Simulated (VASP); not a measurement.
ZnCd3S4 (space group P-43m): the band gap from VASP (plane waves, PAW) at several levels of theory. Gaps are without spin-orbit coupling. Each level names its cell: its own relaxed one, PBE's, or the starting one. A gap is the smallest over the k-mesh and a band path; hybrids may have named points in place of the path, and GW has the mesh alone.  mBJ is a potential without an energy functional, so only the levels count.

| level | band gap (eV) |
|---|---|
| PBEsol (own cell) | 1.21 |
| r2SCAN (own cell) | 1.75 |
| mBJ (TB09) (PBE cell) | 2.73 |

The cell of the PBEsol (own cell) run:

Space group P-43m (No. 215); a = b = c = 5.706 Å, α = β = γ = 90.00°

```csv
atom,site,symmetry,x,y,z
Zn,1a,-43m,0.0000,0.0000,0.0000
Cd,3c,-42.m,0.0000,0.5000,0.5000
S,4e,.3m,0.2365,0.2365,0.2365
```

Only levels that ran to the end are used. Left out are those held back, those with too coarse a band path, GW runs whose mesh misses a band edge, hybrids' fits of cells that aren't cubic and levels without matching references; a question may draw on a part of the rest.

The structure comes from a computed database's ZnCd3S4 entry (P-43m); how it stands against other phases isn't given here.
